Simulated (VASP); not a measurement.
All values below come from PBE GGA, VASP's PBE PAW potentials (set 64) (plane waves; VASP).

VASP ran on this input.

**KPOINTS**
```
Regular mesh
0
gamma
  6 6 1
0 0 0
```

### INCAR
```
ALGO = Normal
DIPOL = 0.5 0.5 0.5
EDIFF = 1E-6
ENCUT = 400
GGA = PE
IDIPOL = 3
ISMEAR = 1
LASPH = .TRUE.
LCHARG = .FALSE.
LDIPOL = .TRUE.
LMAXMIX = 4
LORBIT = 11
LREAL = .FALSE.
LVHAR = .TRUE.
LWAVE = .FALSE.
NELM = 100
NELMIN = 4
PREC = Normal
SIGMA = 0.1
SYSTEM = Cu16N
```

### POSCAR
```
Cu16N
1.0
  5.1357214775   0.0000000000   0.0000000000
  2.5678602358   4.4476652459   0.0000000000
  0.0000000000   0.0000000000  20.3733409727
Cu N
16 1
Cartesian
  0.0000000000   0.0000000000   7.0559125542
  5.1357209750   4.4434014996   7.0522859120
  6.4159590825   2.2259644961   7.0522859120
  3.8554833690   2.2259644961   7.0522859120
  1.2833372887   0.7409351741   9.1482656105
  3.8523891574   0.7409351741   9.1482656105
  2.5678629715   2.9657993458   9.1482656105
  5.1357237101   2.9651116465   9.1315317774
  5.1357187411   1.4930320973  11.2395873724
  2.5678580032   1.4825535994  11.2126290682
  6.4105742155   3.7011469737  11.2395873724
  3.8608627672   3.7011469737  11.2395873724
  0.0000000000   0.0000000000  13.2939015187
  5.1357209801   4.3987084371  13.3785169504
  6.3772537523   2.2483110273  13.3785169504
  3.8941886942   2.2483110273  13.3785169504
  2.5678580032   1.4825535994  14.3936800635
```

POTCAR, in this order: Cu N (PBE.64 set). Program: vasp_std. Read from the step before: WAVECAR.

The resulting files:

### OUTCAR
```
 ion  position               nearest neighbor table
   1  0.000  0.000  0.346-   7 2.56   6 2.56   5 2.56   3 2.57   3 2.57   2 2.57   2 2.57   4 2.57
                             4 2.57
   2  0.500  0.999  0.346-   8 2.55   4 2.56   3 2.56   1 2.57   1 2.57   5 2.57   6 2.57   4 2.58
                             3 2.58
   3  0.999  0.500  0.346-   8 2.55   4 2.56   2 2.56   1 2.57   1 2.57   5 2.57   7 2.57   4 2.58
                             2 2.58
   4  0.500  0.500  0.346-   8 2.55   2 2.56   3 2.56   1 2.57   1 2.57   6 2.57   7 2.57   2 2.58
                             3 2.58
   5  0.167  0.167  0.449-  10 2.54   1 2.56  12 2.57   9 2.57   7 2.57   6 2.57   8 2.57   8 2.57
                             3 2.57   2 2.57   7 2.57   6 2.57
   6  0.667  0.167  0.449-  10 2.54   1 2.56   9 2.57  11 2.57   5 2.57   7 2.57   8 2.57   8 2.57
                             4 2.57   2 2.57   5 2.57   7 2.57
   7  0.167  0.667  0.449-  10 2.54   1 2.56  12 2.57  11 2.57   5 2.57   6 2.57   8 2.57   8 2.57
                             4 2.57   3 2.57   5 2.57   6 2.57
   8  0.667  0.667  0.448-   2 2.55   3 2.55   4 2.55   6 2.57   6 2.57   7 2.57   7 2.57   5 2.57
                             5 2.57  11 2.57   9 2.57  12 2.57
   9  0.832  0.336  0.552-  13 2.54  11 2.55  12 2.55   6 2.57   5 2.57  10 2.57  10 2.57   8 2.57
                            16 2.59  15 2.59  11 2.59  12 2.59
  10  0.333  0.333  0.550-   5 2.54   7 2.54   6 2.54  12 2.57  12 2.57   9 2.57   9 2.57  11 2.57
                            11 2.57  14 2.65  15 2.65  16 2.65
  11  0.832  0.832  0.552-  13 2.54   9 2.55  12 2.55   6 2.57   7 2.57  10 2.57  10 2.57   8 2.57
                            15 2.59  14 2.59   9 2.59  12 2.59
  12  0.336  0.832  0.552-  13 2.54  11 2.55   9 2.55   7 2.57   5 2.57  10 2.57  10 2.57   8 2.57
                            16 2.59  14 2.59  11 2.59   9 2.59
  13  0.000  0.000  0.653-   9 2.54  12 2.54  11 2.54  15 2.57  15 2.57  14 2.57  14 2.57  16 2.57
                            16 2.57
  14  0.506  0.989  0.657-  17 1.84  16 2.48  15 2.48  13 2.57  13 2.57  11 2.59  12 2.59  16 2.65
                            15 2.65  10 2.65
  15  0.989  0.506  0.657-  17 1.84  16 2.48  14 2.48  13 2.57  13 2.57  11 2.59   9 2.59  16 2.65
                            14 2.65  10 2.65
  16  0.506  0.506  0.657-  17 1.84  14 2.48  15 2.48  13 2.57  13 2.57  12 2.59   9 2.59  14 2.65
                            15 2.65  10 2.65
  17  0.333  0.333  0.706-  14 1.84  15 1.84  16 1.84
  LATTYP: Found a hexagonal cell.
 ALAT       =     5.1357212084
 C/A-ratio  =     3.9669873317
 Subroutine PRICEL returns:
 Original cell was already a primitive cell.
 Subroutine GETGRP returns: Found  6 space group operations
...
```

### OSZICAR
```
       N       E                     dE             d eps       ncg     rms          rms(c)
DAV:   1    -0.627102653758E+02   -0.62710E+02   -0.67891E-03  2128   0.184E+00    0.184E-01
DAV:   2    -0.627465078673E+02   -0.36242E-01   -0.29336E-01  1964   0.104E+01    0.124E+00
DAV:   3    -0.627087549362E+02    0.37753E-01   -0.18792E-01  1976   0.775E+00    0.106E-01
DAV:   4    -0.627090170678E+02   -0.26213E-03   -0.97256E-04  1860   0.103E+00    0.192E-02
DAV:   5    -0.627090641446E+02   -0.47077E-04   -0.27713E-04  2048   0.218E-01    0.113E-02
DAV:   6    -0.627090725405E+02   -0.83959E-05   -0.68846E-05  1640   0.940E-02    0.554E-03
DAV:   7    -0.627090728975E+02   -0.35708E-06   -0.85929E-06  1660   0.418E-02
   1 F= -.62709073E+02 E0= -.62699368E+02  d E =-.291143E-01
```

File OUTCAR:
```
------------------------ aborting loop because EDIFF is reached ----------------------------------------
  FORCE on cell =-STRESS in cart. coord.  units (eV):
  Direction    XX          YY          ZZ          XY          YZ          ZX
  --------------------------------------------------------------------------------------
  Total       -2.9737695     -2.9737695     -1.8194487      0.0000003      0.0000000     -0.0000000
  in kB      -10.2381640    -10.2381639     -6.2640411      0.0000012      0.0000000     -0.0000000
  external PRESSURE =      -8.9134563 kB  Pullay stress =       0.0000000 kB
  volume of cell :      465.37
      direct lattice vectors                 reciprocal lattice vectors
     5.135721477  0.000000000  0.000000000     0.194714609 -0.112418510  0.000000000
     2.567860236  4.447665246  0.000000000     0.000000000  0.224837065  0.000000000
     0.000000000  0.000000000 20.373340973     0.000000000  0.000000000  0.049083751
 POSITION                                       TOTAL-FORCE (eV/Angst)
 -----------------------------------------------------------------------------------
      0.00000      0.00000      7.05591        -0.000000      0.000000      0.014300
      5.13572      4.44340      7.05229         0.000000     -0.005425      0.014315
      6.41596      2.22596      7.05229        -0.004698      0.002712      0.014315
      3.85548      2.22596      7.05229         0.004698      0.002712      0.014315
      1.28334      0.74094      9.14827         0.011326      0.006539      0.013997
      3.85239      0.74094      9.14827        -0.011326      0.006539      0.013997
      2.56786      2.96580      9.14827         0.000000     -0.013078      0.013997
      5.13572      2.96511      9.13153        -0.000000      0.000000      0.000133
      5.13572      1.49303     11.23959        -0.000000      0.008702     -0.018378
      2.56786      1.48255     11.21263        -0.000000      0.000000     -0.007914
      6.41057      3.70115     11.23959        -0.007536     -0.004351     -0.018378
      3.86086      3.70115     11.23959         0.007536     -0.004351     -0.018378
      0.00000      0.00000     13.29390        -0.000000      0.000000     -0.019348
      5.13572      4.39871     13.37852        -0.000000      0.013424     -0.014023
      6.37725      2.24831     13.37852         0.011625     -0.006712     -0.014023
      3.89419      2.24831     13.37852        -0.011625     -0.006712     -0.014023
      2.56786      1.48255     14.39368        -0.000000      0.000000      0.025099
 -----------------------------------------------------------------------------------
    total drift:                                0.001689      0.000974     -0.059680
  FREE ENERGIE OF THE ION-ELECTRON SYSTEM (eV)
  ---------------------------------------------------
  free  energy   TOTEN  =       -62.7090728975 eV

  energy  without entropy=      -62.6799585716  energy(sigma->0) =      -62.69936812

 total charge

# of ion       s       p       d       tot
------------------------------------------
    1        0.447   0.290   9.177   9.914
    2        0.450   0.284   9.184   9.918
    3        0.450   0.284   9.184   9.918
    4        0.450   0.284   9.184   9.918
    5        0.438   0.368   9.179   9.985
    6        0.438   0.368   9.179   9.985
    7        0.438   0.368   9.179   9.985
    8        0.445   0.369   9.174   9.988
    9        0.442   0.369   9.176   9.987
   10        0.431   0.354   9.192   9.977
   11        0.442   0.369   9.176   9.987
   12        0.442   0.369   9.176   9.987
   13        0.401   0.277   9.233   9.911
   14        0.480   0.432   9.130  10.043
   15        0.480   0.432   9.130  10.043
   16        0.480   0.432   9.130  10.043
   17        1.312   2.223   0.000   3.535
--------------------------------------------------
tot          8.465   7.875 146.783 163.123
```
(Selected blocks of OUTCAR.)

At this cut-off the stress carries a Pulay error, which pulls relaxed volumes low.

The cell is a thin slab with vacuum, built from Cu (fcc): (111) face, N adsorbed.
